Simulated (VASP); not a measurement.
# Be18Ga in VASP: further runs

The runs below take Be18Ga through single point, with PBEsol.

Program: VASP 6.6.1. These are calculated values, not measurements. Logs are shortened: lines on timing, memory, paths and dates and some standing lists are left out, and cuts for length are marked.

### Step 1. The slab as given

The cell holds a slab with vacuum, 19 atoms: a = 4.580 Å, b = 6.870 Å, c = 15.588 Å, α = 90.00°, β = 90.00°, γ = 60.00°.

The cell was built by a generator and needn't be a form met in nature.

### Step 2. Single point, PBEsol

Input file INCAR:

```
PREC     = Accurate       # precision mode
ENCUT    = 520            # plane-wave cutoff, eV
EDIFF    = 1E-6           # SCF threshold, eV
ISMEAR   = -1             # smearing method
SIGMA    = 0.05           # smearing width, eV
LREAL    = Auto         
LASPH    = True           # aspherical terms in the spheres
NELM     = 100            # most SCF steps
ALGO     = Fast           # electronic algorithm
ISIF     = 2              # what is computed and relaxed
LWAVE    = False          # write WAVECAR
LCHARG   = False          # write CHGCAR
GGA      = PS             # functional
NBANDS   = 40             # bands
```

Input file KPOINTS:

```
regular mesh
0
Gamma
  4 3 1
```

Input file POSCAR:

```
Be18Ga
1.0
    4.5800000000      0.0000000000      0.0000000000
    3.4350000000      5.9495950000      0.0000000000
    0.0000000000      0.0000000000     15.5884300000
Be Ga
18 1
Direct
    0.0000000000      0.0000000000      0.0641500780
    0.5000000000      0.0000000000      0.0641500780
    0.0000000420      0.3333332773      0.0641500780
    0.5000000420      0.3333332773      0.0641500780
   -0.0000000420      0.6666667227      0.0641500780
    0.4999999580      0.6666667227      0.0641500780
   -0.1705275608      0.2232000666      0.1809675509
    0.3362593365      0.2239910448      0.1811304281
   -0.1689416136      0.5596875081      0.1827380949
    0.3325911959      0.5553899047      0.1830825170
   -0.1659855148      0.8874325059      0.1805469826
    0.3317166494      0.8906302026      0.1797284268
   -0.0053675761     -0.0016199422      0.2933036233
    0.5022811584     -0.0022298997      0.2959121605
   -0.0016830807      0.3324895224      0.2974114776
    0.4993489627      0.3312677586      0.3012858254
   -0.0007359739      0.6661638313      0.3008996416
    0.4952579645      0.6691576485      0.3008784079
    0.1697919713      1.0614159451      0.4348938283
```

Potentials or basis: VASP PAW PBE potentials, release 64 (Be, Ga_d).

Started as:

```
> cat potpaw_PBE.64/Be/POTCAR potpaw_PBE.64/Ga_d/POTCAR > POTCAR
> mpirun -np 1 vasp_std > vasp.out
```

OUTCAR:

```text
PREC = Accurate
   ENCUT = 520
   EDIFF = 1E-6
   ISMEAR = -1
   LREAL = Auto
   LASPH = True
   NELM = 100
   ISIF = 2
   GGA = PS

 ion  position               nearest neighbor table
   1  0.000  0.000  0.064-  12 2.23  11 2.25   7 2.25   5 2.29   3 2.29   6 2.29   4 2.29   2 2.29
                             2 2.29
   2  0.500  0.000  0.064-  12 2.23  11 2.25   8 2.26   6 2.29   4 2.29   3 2.29   5 2.29   1 2.29
                             1 2.29
   3  0.000  0.333  0.064-   7 2.26   8 2.26   9 2.29   1 2.29   2 2.29   4 2.29   4 2.29   6 2.29
                             5 2.29
   4  0.500  0.333  0.064-   8 2.24   7 2.24  10 2.28   2 2.29   1 2.29   3 2.29   3 2.29   5 2.29
                             6 2.29
   5  1.000  0.667  0.064-  11 2.24   9 2.26  10 2.28   1 2.29   2 2.29   6 2.29   6 2.29   4 2.29
                             3 2.29
   6  0.500  0.667  0.064-  12 2.24   9 2.27  10 2.28   2 2.29   1 2.29   5 2.29   5 2.29   3 2.29
                             4 2.29
   7  0.829  0.223  0.181-  13 2.20   4 2.24  15 2.24   1 2.25   3 2.26   8 2.26  10 2.28  16 2.29
                            12 2.29  11 2.30   9 2.32   8 2.32
   8  0.336  0.224  0.181-  14 2.24   4 2.24  15 2.25   7 2.26   2 2.26   3 2.26  10 2.27  16 2.27
                            11 2.30  12 2.30   9 2.31   7 2.32
   9  0.831  0.560  0.183-  15 2.24  17 2.25  11 2.26   5 2.26   6 2.27  18 2.27  12 2.28  10 2.28
[... 4 lines left out ...]
                            12 2.29  17 2.29   8 2.30   7 2.30
  12  0.332  0.891  0.180-  13 2.22   1 2.23   2 2.23  14 2.24   6 2.24   9 2.28  11 2.29  11 2.29
                             7 2.29   8 2.30  10 2.30  18 2.30
  13  0.995  0.998  0.293-  11 2.18   7 2.20  12 2.22  14 2.26  17 2.27  18 2.28  16 2.28  15 2.30
                            14 2.32  19 2.46
  14  0.502  0.998  0.296-  11 2.23  12 2.24   8 2.24  13 2.26  18 2.28  17 2.28  16 2.29  15 2.30
                            13 2.32  19 2.56
  15  0.998  0.332  0.297-   9 2.24   7 2.24   8 2.25  16 2.29  16 2.29  17 2.30  14 2.30  13 2.30
                            18 2.31
  16  0.499  0.331  0.301-   8 2.27  10 2.27  13 2.28  14 2.29   7 2.29  15 2.29  15 2.29  17 2.30
                            18 2.31
  17  0.999  0.666  0.301-   9 2.25  10 2.26  13 2.27  14 2.28  18 2.28  11 2.29  15 2.30  16 2.30
                            18 2.30
  18  0.495  0.669  0.301-  10 2.26   9 2.27  14 2.28  13 2.28  17 2.28  17 2.30  12 2.30  15 2.31
                            16 2.31
  19  0.170  0.061  0.435-  13 2.46  14 2.56

  LATTYP: Found a simple monoclinic cell.
 ALAT       =     4.5800000000
 B/A-ratio  =     3.4035873362
 C/A-ratio  =     1.3228757576
 COS(beta)  =    -0.1889822219

  Lattice vectors:

 A1 = (   4.5800000000,   0.0000000000,   0.0000000000)
 A2 = (   0.0000000000,   0.0000000000, -15.5884300000)
 A3 = (  -1.1450000000,   5.9495950000,   0.0000000000)

Analysis of symmetry for initial positions (statically):
=====================================================================
 Subroutine PRICEL returns:
 Original cell was already a primitive cell.

 Routine SETGRP: Setting up the symmetry group for a
 simple monoclinic supercell.

 Subroutine GETGRP returns: Found  1 space group operations
 (whereof  1 operations were pure point group operations)
 out of a pool of  4 trial point group operations.

The static configuration has the point symmetry C_1 .

Analysis of symmetry for dynamics (positions and initial velocities):
=====================================================================
 Subroutine PRICEL returns:
 Original cell was already a primitive cell.

 Routine SETGRP: Setting up the symmetry group for a
 simple monoclinic supercell.

 Subroutine GETGRP returns: Found  1 space group operations
 (whereof  1 operations were pure point group operations)
 out of a pool of  4 trial point group operations.

The dynamic configuration has the point symmetry C_1 .

 Subroutine INISYM returns: Found  1 space group operations
 (whereof  1 operations are pure point group operations),
 and found     1 'primitive' translations

----------------------------------------------------------------------------------------

                                     Primitive cell

  volume of cell :     424.7714

  direct lattice vectors                    reciprocal lattice vectors
     4.580000000  0.000000000  0.000000000     0.218340611 -0.126059001  0.000000000
[... 50 lines left out ...]

 KPOINTS: regular mesh

Automatic generation of k-mesh.
 Grid dimensions read from file:
 generate k-points for:    4    3    1

 Generating k-lattice:

  Cartesian coordinates                     Fractional coordinates (reciprocal lattice)
     0.054585153 -0.031514750  0.000000000     0.250000000  0.000000000  0.000000000
     0.000000000  0.056026223  0.000000000     0.000000000  0.333333333  0.000000000
     0.000000000  0.000000000  0.064150142     0.000000000  0.000000000  1.000000000

  Length of vectors
     0.063029504  0.056026223  0.064150142

  Shift w.r.t. Gamma in fractional coordinates (k-lattice)
     0.000000000  0.000000000  0.000000000

 Subroutine IBZKPT returns following result:
 ===========================================

 Found      7 irreducible k-points:

 Following reciprocal coordinates:
            Coordinates               Weight
  0.000000  0.000000  0.000000      1.000000
  0.250000  0.000000  0.000000      2.000000
  0.500000  0.000000  0.000000      1.000000
  0.000000  0.333333  0.000000      2.000000
  0.250000  0.333333  0.000000      2.000000
  0.500000  0.333333  0.000000      2.000000
 -0.250000  0.333333  0.000000      2.000000
   k-points           NKPTS =      7   k-points in BZ     NKDIM =      7   number of bands    NBANDS=     40
   number of dos      NEDOS =    301   number of ions     NIONS =     19
   total plane-waves  NPLWV = 233280
   dimension x,y,z NGX =    36 NGY =   54 NGZ =  120
   dimension x,y,z NGXF=    72 NGYF=  108 NGZF=  240
   ions per type =              18   1
   NGX,Y,Z   is equivalent  to a cutoff of  13.07, 13.07, 12.80 a.u.
   NGXF,Y,Z  is equivalent  to a cutoff of  26.13, 26.13, 25.60 a.u.
 SYSTEM =  unknown system
   PREC   = accura    normal or accurate (medium, high low for compatibility)
   ISTART =      0    job   : 0-new  1-cont  2-samecut
   ICHARG =      2    charge: 1-file 2-atom 10-const
   ISPIN  =      1    spin polarized calculation?
   LNONCOLLINEAR =      F non collinear calculations
   LSORBIT =      F    spin-orbit coupling
   LASPH  =      T    aspherical Exc in radial PAW
   ENCUT  =  520.0 eV  38.22 Ry    6.18 a.u.   8.52 12.77 28.98*2*pi/ulx,y,z
   NELM   =    100;   NELMIN=  2; NELMDL= -5     # of ELM steps
   EDIFF  = 0.1E-05   stopping-criterion for ELM
   LREAL  =      T    real-space projection
   EDIFFG = 0.1E-04   stopping-criterion for IOM
   NSW    =      0    number of steps for IOM
   IBRION =     -1    ionic relax: 0-MD 1-quasi-New 2-CG
   NFREE  =      0    steps in history (QN), initial steepest desc. (CG)
   ISIF   =      2    stress and relaxation
   ISYM   =      2    0-nonsym 1-usesym 2-fastsym
   POTIM  = 0.5000    time-step for ionic-motion
   TEBEG  =    0.0;   TEEND  =   0.0 temperature during run
   PSTRESS=    0.0 pullay stress
   NELECT =      49.0000    total number of electrons
   NUPDOWN=      -1.0000    fix difference up-down
   EMIN   =  10.00;   EMAX   =-10.00  energy-range for DOS
   EFERMI =   0.00;   METHOD = LEGACY
   ISMEAR =    -1;   SIGMA  =   0.05  broadening in eV -4-tet -1-fermi 0-gaus
   EFERMI_NEDOS =   21; number of points for ismear=-14 and -15
   IALGO  =     68    algorithm
   IMIX   =      4    mixing-type and parameters
     AMIX     =   0.40;   BMIX     =  1.00
     AMIX_MAG =   1.60;   BMIX_MAG =  1.00
  volume/ion in A,a.u.               =      22.36       150.87
  Fermi-wavevector in a.u.,A,eV,Ry     =   0.796933  1.505985  8.641089  0.635102
  Thomas-Fermi vector in A             =   1.903552
   LORBIT       =      0    0 simple, 1 ext, 2 COOP (PROOUT), +10 PAW based schemes
   GGA     = PS    functional components
   LHFCALC =     F    Hartree Fock is set to
   AEXX    =    0.0000 exact exchange contribution
   IVDW    =     0    specifies the selected vdW correction
   LEPSILON=     F    determine dielectric tensor
   LRPA    =     F    only Hartree local field effects (RPA)
 non-spin polarized calculation
 RMM-DIIS sequential band-by-band and
  energy-cutoff  :      520.00
  volume of cell :      424.77
 maximum number of plane-waves:     11487
 NGX is ok and might be reduce to    36
   NGX = 17   NGY = 25   NGZ = 57

 number of electron      49.0000003 magnetization

 Free energy of the ion-electron system (eV)
  ---------------------------------------------------
  ext. energy  EPLUGINS =         0.00000000
  ---------------------------------------------------
  free energy    TOTEN  =       -68.57009209 eV

  energy without entropy =      -68.53276267  energy(sigma->0) =      -68.55142738

 E-fermi :  -0.6217     XC(G=0):  -5.5445

 val. band max:       -0.6394729914   @ k =   0.2500   0.0000   0.0000
 cond. band min:      -0.5993375373   @ k =   0.5000   0.0000   0.0000
 fundamental gap:      0.0401354542
 Fermi energy:        -0.6217463974

 k-point     1 :       0.0000    0.0000    0.0000
  band No.  band energies     occupation
      1     -15.0465      2.00000
      2     -15.0418      2.00000
      3     -15.0152      2.00000
      4     -15.0005      2.00000
      5     -14.9953      2.00000
      6     -10.2399      2.00000
[... 262 lines left out ...]
     35       3.5335      0.00000
     36       3.9363      0.00000
 [bands above 36 left out]

------------------------ aborting loop because EDIFF is reached ----------------------------------------

  FORCE on cell =-STRESS in cart. coord.  units (eV):
  Direction    XX          YY          ZZ          XY          YZ          ZX
  --------------------------------------------------------------------------------------
  -------------------------------------------------------------------------------------
  Total      -13.3990841    -15.6304433      0.2683392      0.8141533      0.1570505      0.0927233
  in kB      -50.5394413    -58.9558112      1.0121372      3.0708706      0.5923721      0.3497391
  external PRESSURE =     -36.1610385 kB  Pullay stress =       0.0000000 kB

 VOLUME and BASIS-vectors are now :
 -----------------------------------------------------------------------------
  energy-cutoff  :      520.00
  volume of cell :      424.77
      direct lattice vectors                 reciprocal lattice vectors
     4.580000000  0.000000000  0.000000000     0.218340611 -0.126059001  0.000000000
     3.435000000  5.949595000  0.000000000     0.000000000  0.168078668  0.000000000
     0.000000000  0.000000000 15.588430000     0.000000000  0.000000000  0.064150142

 POSITION                                       TOTAL-FORCE (eV/Angst)
 -----------------------------------------------------------------------------------
      0.00000      0.00000      1.00000        -0.130330      0.069177     -0.047548
      2.29000      0.00000      1.00000         0.103519     -0.018560     -0.035209
      1.14500      1.98320      1.00000        -0.019216      0.037573     -0.061282
      3.43500      1.98320      1.00000         0.036800     -0.018120      0.015264
      6.87000      3.96640      1.00000        -0.006723     -0.015815      0.068353
      4.58000      3.96640      1.00000         0.000747     -0.082129     -0.012846
[... 11 lines left out ...]
      4.56684      3.98122      4.69022         0.001891      0.000397      0.012374
      0.98861      0.36540      6.77931         0.016758      0.025769      0.006208
 -----------------------------------------------------------------------------------
    total drift:                                0.000183     -0.001686      0.002782

  FREE ENERGIE OF THE ION-ELECTRON SYSTEM (eV)
  ---------------------------------------------------
  free  energy   TOTEN  =       -68.5700920941 eV

  energy  without entropy=      -68.5327626652  energy(sigma->0) =      -68.55142738
```

It took 2.2 min on 1 thread of Intel Xeon 6975P-C (Granite Rapids), shared host; peak memory 0.52 GiB.

Results:

* Free energy: -68.5701 eV
* Largest force: 0.155 eV/Å
* Band gap on the k mesh: none (metal or under the smearing width)

Forces in eV/Å, atoms in the order of the input:
```
Be  -0.130  0.069 -0.048
Be   0.104 -0.019 -0.035
Be  -0.019  0.038 -0.061
Be   0.037 -0.018  0.015
Be  -0.007 -0.016  0.068
Be   0.001 -0.082 -0.013
Be   0.006  0.008  0.003
Be  -0.004 -0.007  0.002
Be   0.002 -0.006  0.001
Be  -0.002  0.004  0.001
Be  -0.007  0.001 -0.004
Be   0.005  0.003 -0.001
Be  -0.007 -0.008  0.015
Be   0.006 -0.001  0.008
Be   0.000  0.003  0.007
Be   0.001  0.003  0.011
Be  -0.002  0.001  0.013
Be   0.002  0.000  0.012
Ga   0.017  0.026  0.006
```

Caveat: the k mesh is coarse (spacing up to 0.40 Å⁻¹), so the values aren't converged; the PAW data sets were made with another functional, which shifts forces and pressure a little.

[end of part 1 of 2]
